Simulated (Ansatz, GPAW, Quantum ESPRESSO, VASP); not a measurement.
**Code comparison for ZnS (P6_3mc, 8 atoms in the cell)**

Self-consistent single point, at a second geometry (lattice scaled by 0.98). First geometry:

```xyz
8
Lattice="3.8089 0.0000 0.0000 -1.9045 3.2986 0.0000 0.0000 0.0000 12.4526" Properties=species:S:1:pos:R:3 pbc="T T T"
Zn     1.9045     1.0995     9.3386
Zn     0.0000     2.1991     3.1123
Zn     0.0000     0.0000     6.2263
Zn     0.0000     0.0000     0.0000
S      1.9045     1.0995    11.6772
S      0.0000     2.1991     5.4509
S      0.0000     0.0000     8.5592
S      0.0000     0.0000     2.3329
```

Shared settings, as Ansatz (a first-principles code) writes them: kpoints.mp_grid.grid = 7 7 2; scf.occupations.method = fixed. Potentials and cutoffs stand in the table.

```tsv
code	model	ΔF from the first geometry (meV/atom)	pressure (GPa)	largest force (eV/Å)	gap on the mesh (eV)	cutoff
VASP	PBE, VASP's PBE PAW potentials (set 64)	–	–	–	2.461	300 eV
Ansatz	PBE, default PAW files	35.2	7.70	0.021	2.459	420 eV
Quantum ESPRESSO	PBE, GBRV 1.5 ultrasoft (PBE) pseudopotentials	36.1	7.56	0.021	2.454	50 Ry
GPAW	PBE, GPAW PAW datasets PBE (gpaw-data 1.0.1)	36.0	7.90	0.021	2.452	800 eV
```

Size of the force on each atom (eV/Å): Sizes of forces hide their directions.

| code | Zn1 | Zn2 | Zn3 | Zn4 | S5 | S6 | S7 | S8 |
|---|---|---|---|---|---|---|---|---|
| Ansatz | 0.017 | 0.017 | 0.018 | 0.018 | 0.021 | 0.021 | 0.015 | 0.015 |
| Quantum ESPRESSO | 0.017 | 0.017 | 0.018 | 0.018 | 0.021 | 0.021 | 0.015 | 0.015 |
| GPAW | 0.018 | 0.018 | 0.018 | 0.018 | 0.021 | 0.021 | 0.015 | 0.015 |

A dash marks a value that a program does not give, or that is left out as unsure.

Gaps are read on the mesh.

The spread over the programs that give each value: ΔF from the first geometry within 0.9 meV/atom; pressure within 0.34 GPa; largest force within 0.000 eV/Å; gap on the mesh within 0.009 eV.

Ansatz's pressure is given at a fixed set of plane waves, as the other plane-wave codes print theirs; with its correction for the finite basis it is 7.78 GPa.

VASP's run is marked for a possible Pulay error in its stress at this cutoff; no cutoff test was made.

VASP ran the fixed occupations as a Gaussian smearing of 0.01 eV.

The starting cell comes from a database of computed structures (which also holds hypothetical and non-ambient phases and stackings), without a prior relaxation at this level. For this run, on top of that: lattice scaled by 0.98.

Left out of this page: CP2K and SIESTA (not drawn, or without a comparable value).

Keys are those of Ansatz 0.2.
